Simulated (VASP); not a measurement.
Energy against volume of KF (rock salt). Level of theory: PBEsol GGA, VASP's PBE PAW potentials (set 64) (plane waves; VASP 6.6.1). Run with 520 eV cut-off, 9×9×9 Γ-centred mesh, Gaussian smearing of 0.050 eV, potentials K_sv F.

```tsv
V (Å³/atom)	E (eV/atom)
17.608	-4.25087
18.170	-4.25763
18.732	-4.26009
19.294	-4.25898
```

### Question
Fit these four points and predict the energy of the run at 19.856 Å³/atom.

### Answer
A cubic in V^(−2/3), the third-order Birch-Murnaghan form, passes through the four points with V0 = 18.82 Å³/atom and B0 = 33 GPa, and gives -4.2549 eV/atom there. The run gave -4.2549 eV/atom, +0.0 meV/atom from the fit; all five points give B0 = 33 GPa.

The compound is KF in the rock salt structure. It was relaxed first.
